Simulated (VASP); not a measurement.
Calculation: optB88-vdW, VASP's PBE PAW potentials (set 64) (plane waves; VASP).

Input for VASP

INCAR:
```
! general
SYSTEM    =  WSi2
PREC      =  Accurate
ENCUT     =  520
LREAL     =  .FALSE.
LASPH     =  .TRUE.

! electronic loop
EDIFF     =  1E-6
NELM      =  100
ALGO      =  Normal
LMAXMIX   =  6

! smearing
ISMEAR    =  1
SIGMA     =  0.1

! functional
GGA       =  BO
LUSE_VDW  =  .TRUE.
AGGAC     =  0.0
PARAM1    =  0.1833333333
PARAM2    =  0.22

! ions
IBRION    =  2
NSW       =  60
ISIF      =  3
EDIFFG    =  -0.02

! output
LWAVE     =  .FALSE.
LCHARG    =  .FALSE.
```

**KPOINTS**
```
Automatic mesh
0
Gamma
12 12 12
0 0 0
```

File POSCAR:
```
WSi2
1
   -1.6236251052     1.6236251052     3.9416542807
    1.6236251052    -1.6236251052     3.9416542807
    1.6236251052     1.6236251052    -3.9416542807
Si W
2 1
Direct
  0.6650442146   0.6650442146   0.0000000000
  0.3349557854   0.3349557854   0.0000000000
  0.0000000000   0.0000000000   0.0000000000
```

POTCAR, in this order: Si W_sv (PBE.64 set). Program: vasp_std.

Output

OSZICAR:
```
       N       E                     dE             d eps       ncg     rms          rms(c)
DAV:   1     0.132579073608E+03    0.13258E+03   -0.11181E+04  4890   0.148E+03
DAV:   2    -0.149483125566E+02   -0.14753E+03   -0.14569E+03  5611   0.359E+02
DAV:   3    -0.192504129498E+02   -0.43021E+01   -0.41504E+01  6591   0.520E+01
DAV:   4    -0.192826708474E+02   -0.32258E-01   -0.32222E-01  5625   0.533E+00
DAV:   5    -0.192830997720E+02   -0.42892E-03   -0.42890E-03  6521   0.616E-01    0.232E+01
DAV:   6    -0.186100062970E+02    0.67309E+00   -0.47545E+00  5856   0.155E+01    0.766E+00
DAV:   7    -0.185547864966E+02    0.55220E-01   -0.37300E-01  5660   0.368E+00    0.455E+00
DAV:   8    -0.185403963851E+02    0.14390E-01   -0.51451E-02  6178   0.206E+00    0.260E-01
DAV:   9    -0.185406210918E+02   -0.22471E-03   -0.16786E-03  5809   0.342E-01    0.160E-01
DAV:  10    -0.185407629965E+02   -0.14190E-03   -0.44241E-04  6115   0.194E-01    0.291E-02
DAV:  11    -0.185407613615E+02    0.16350E-05   -0.42133E-05  6143   0.554E-02    0.103E-02
DAV:  12    -0.185407613398E+02    0.21724E-07   -0.30219E-06  5409   0.119E-02
   1 F= -.18540761E+02 E0= -.18540777E+02  d E =-.185408E+02
       N       E                     dE             d eps       ncg     rms          rms(c)
DAV:   1    -0.185443765437E+02   -0.36152E-02   -0.96709E-02  5422   0.365E+00    0.706E-01
DAV:   2    -0.185412614340E+02    0.31151E-02   -0.15865E-02  5618   0.111E+00    0.121E-01
DAV:   3    -0.185408373247E+02    0.42411E-03   -0.94725E-04  5863   0.214E-01    0.658E-02
DAV:   4    -0.185407309332E+02    0.10639E-03   -0.25007E-04  6122   0.150E-01    0.549E-02
DAV:   5    -0.185407300536E+02    0.87958E-06   -0.25965E-05  6108   0.461E-02    0.211E-02
DAV:   6    -0.185407302516E+02   -0.19800E-06   -0.60492E-06  5604   0.153E-02
   2 F= -.18540730E+02 E0= -.18540756E+02  d E =0.310881E-04
       N       E                     dE             d eps       ncg     rms          rms(c)
DAV:   1    -0.185419326214E+02   -0.12026E-02   -0.27061E-02  5408   0.193E+00    0.371E-01
DAV:   2    -0.185410649530E+02    0.86767E-03   -0.44790E-03  5548   0.588E-01    0.635E-02
DAV:   3    -0.185409457335E+02    0.11922E-03   -0.26920E-04  5849   0.114E-01    0.347E-02
DAV:   4    -0.185409144924E+02    0.31241E-04   -0.70422E-05  6122   0.794E-02    0.285E-02
DAV:   5    -0.185409126684E+02    0.18240E-05   -0.74636E-06  6038   0.246E-02    0.113E-02
DAV:   6    -0.185409121724E+02    0.49601E-06   -0.17306E-06  3174   0.847E-03
   3 F= -.18540912E+02 E0= -.18540933E+02  d E =-.150833E-03
       N       E                     dE             d eps       ncg     rms          rms(c)
DAV:   1    -0.185411471184E+02   -0.23445E-03   -0.66422E-03  5653   0.856E-01    0.122E-01
DAV:   2    -0.185409560098E+02    0.19111E-03   -0.96824E-04  5740   0.250E-01    0.348E-02
DAV:   3    -0.185409271239E+02    0.28886E-04   -0.57627E-05  5912   0.516E-02    0.179E-02
DAV:   4    -0.185409180205E+02    0.91033E-05   -0.21328E-05  6220   0.377E-02    0.611E-03
DAV:   5    -0.185409177906E+02    0.22992E-06   -0.14115E-06  3096   0.996E-03
   4 F= -.18540918E+02 E0= -.18540945E+02  d E =-.561820E-05
```

OUTCAR:
```
------------------------ aborting loop because EDIFF is reached ----------------------------------------
  FORCE on cell =-STRESS in cart. coord.  units (eV):
  Direction    XX          YY          ZZ          XY          YZ          ZX
  --------------------------------------------------------------------------------------
  Total       -0.0017090     -0.0017090     -0.0514295      0.0000000     -0.0000000      0.0000000
  in kB       -0.0659625     -0.0659625     -1.9850721      0.0000000     -0.0000000      0.0000000
  external PRESSURE =      -0.7056657 kB  Pullay stress =       0.0000000 kB
  volume of cell :       41.51
      direct lattice vectors                 reciprocal lattice vectors
    -1.621731061  1.621731061  3.945742616     0.000000000  0.308312526  0.126718858
     1.621731061 -1.621731061  3.945742616     0.308312526  0.000000000  0.126718858
     1.621731061  1.621731061 -3.945742616     0.308312526  0.308312526  0.000000000
 POSITION                                       TOTAL-FORCE (eV/Angst)
 -----------------------------------------------------------------------------------
      1.62173      1.62173      1.30169        -0.000000     -0.000000     -0.001444
      1.62173      1.62173     -1.30169        -0.000000     -0.000000      0.001444
      0.00000      0.00000     -0.00000         0.000000      0.000000     -0.000000
 -----------------------------------------------------------------------------------
    total drift:                                0.000000      0.000000     -0.000000
  FREE ENERGIE OF THE ION-ELECTRON SYSTEM (eV)
  ---------------------------------------------------
  free  energy   TOTEN  =       -18.5409177906 eV

  energy  without entropy=      -18.5409992210  energy(sigma->0) =      -18.54094493

 reached required accuracy - stopping structural energy minimisation
```
(Selected blocks of OUTCAR.)

File CONTCAR:
```
WSi2
   1.00000000000000
    -1.6217310612099256    1.6217310612099256    3.9457426158615019
     1.6217310612099256   -1.6217310612099256    3.9457426158615019
     1.6217310612099256    1.6217310612099256   -3.9457426158615019
  Si              W
     2     1
Direct
     0.6649485907441175    0.6649485907441175    1.0000000000000000
     0.3350514092558825    0.3350514092558825    1.0000000000000000
     0.0000000000000000    0.0000000000000000    0.0000000000000000
```

The compound is WSi2 in the MoSi2 type structure. This run relaxes it. Symmetry was kept, so distortions that lower it aren't found. The start is the result of an earlier pass.
